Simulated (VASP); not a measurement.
An input for Quantum ESPRESSO's pw.x (written as the equivalent of a VASP run, and not itself run):

```
&CONTROL
  calculation = 'vc-relax'
  pseudo_dir = './pseudo'
  outdir = './out'
  tprnfor = .true.
  tstress = .true.
  nstep = 30
  forc_conv_thr = 0.00039
/
&SYSTEM
  ibrav = 0
  nat = 5
  ntyp = 3
  ecutwfc = 84
  occupations = 'smearing'
  smearing = 'gaussian'
  degauss = 0.003675
  input_dft = 'pz'
/
&ELECTRONS
  conv_thr = 7.3e-09
  electron_maxstep = 100
/
&IONS
/
&CELL
  cell_dofree = 'shape'
/
ATOMIC_SPECIES
  Ba 137.327 Ba.upf
  Ti 47.867 Ti.upf
  O 15.999 O.upf
CELL_PARAMETERS angstrom
     4.0181539    0.0000000    0.0000000
     0.0000000    4.0181539    0.0000000
     0.0000000    0.0000000    4.0828519
ATOMIC_POSITIONS crystal
  Ba   1.0000000  0.0000000  0.0003953
  Ti   0.5000000  0.5000000  0.5143751
  O    0.5000000  0.5000000  0.9775514
  O    1.0000000  0.5000000  0.4858391
  O    0.5000000  0.0000000  0.4858391
K_POINTS automatic
  6 6 6 0 0 0
```

### Question
Translate this input to VASP (INCAR, KPOINTS, POSCAR, choice of POTCAR).

### Answer
One answer among several that fit: 
**INCAR**
```
SYSTEM=BaTiO3
PREC=Accurate; ENCUT=520; LREAL=.FALSE.
LASPH=.TRUE.
EDIFF=1E-7; NELM=100; ALGO=Normal
LMAXMIX=4
ISMEAR=0; SIGMA=0.05
IBRION=2; NSW=30; ISIF=4
EDIFFG=-0.01
LWAVE=.FALSE.; LCHARG=.FALSE.
```

### KPOINTS
```
Automatic mesh
0
Gamma
6 6 6
0 0 0
```

### POSCAR
```
BaTiO3
1
    4.0181538517     0.0000000000     0.0000000000
    0.0000000000     4.0181538517     0.0000000000
    0.0000000000     0.0000000000     4.0828518547
Ba Ti O
1 1 3
Direct
  1.0000000000   0.0000000000   0.0003952610
  0.5000000000   0.5000000000   0.5143751258
  0.5000000000   0.5000000000   0.9775513573
  1.0000000000   0.5000000000   0.4858391279
  0.5000000000   0.0000000000   0.4858391279
```

POTCAR, in this order: Ba_sv Ti_sv O (LDA.64 set). Program: vasp_std.

The two are equivalent in intent, not identical: the potentials are each code's own (VASP's PAW set, PseudoDojo norm-conserving files in pw.x), so ENCUT and ecutwfc are chosen apart and not converted; conv_thr bounds pw.x's estimated SCF error, while EDIFF bounds the energy change between steps; forc_conv_thr acts on force components and is met together with etot_conv_thr.

The compound is BaTiO3 in the tetragonal perovskite structure. This cell is one point of a volume scan, at 1.06 of the reference volume. Symmetry was kept, so distortions that lower it aren't found.
